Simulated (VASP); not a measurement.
Here is the system:

```
Rh
1.0
    2.49496     0.00000     0.00000
    0.00000     2.49496     0.00000
    0.00000     0.00000     2.49496
Rh
1
Cartesian
  0.00000   0.00000   0.00000
```

Calculation: PBEsol GGA, VASP's PBE PAW potentials (set 64) (plane waves; VASP). Run with 400 eV cut-off, 16×16×16 Γ-centred mesh, tetrahedra with Blöchl corrections, potentials Rh_pv.

Question: Estimate the energy per atom (σ→0), band gap (on the k-mesh) with the smallest direct gap where there is one.

Answer: 
| Item | Result |
|---|---|
| band gap (on the k-mesh) | none (metal, semimetal or under 0.01 eV) |
| energy per atom (σ→0) | -7.249 eV/atom |

The structure was generated: Rh was put into the simple-cubic type (Pm-3m), which need not be its known phase. It was relaxed first.
